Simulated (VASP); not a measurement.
```yaml
crystal:
  lattice:
    - [4.18378, 2.08957, 2.08957]
    - [2.08957, 4.18378, 2.08957]
    - [2.08957, 2.08957, 4.18378]
  atoms:
    - { symbol: Ni, position: [0.00000, 0.00000, 0.00000], spin: 1.3 }
    - { symbol: Ni, position: [0.50000, 0.50000, 0.50000], spin: -1.3 }
    - { symbol: O, position: [0.25000, 0.25000, 0.25000] }
    - { symbol: O, position: [0.75000, 0.75000, 0.75000] }
```

Method: PW91 GGA, VASP's PBE PAW potentials (set 64) (plane waves; VASP). Run with 520 eV cut-off, Gaussian smearing of 0.050 eV, potentials Ni O.

Task: Estimate the cell moment, band gap (along the path) with the smallest direct gap where there is one.

Result: 
The band gap (along the path) is 1.04 eV. The smallest direct gap (along the path) is 1.23 eV and the cell moment comes out as 0.00 μB.

Only differences to runs with the same potentials and settings are physical.

The compound is NiO in the rock salt, AFM-II order structure. It was relaxed first.
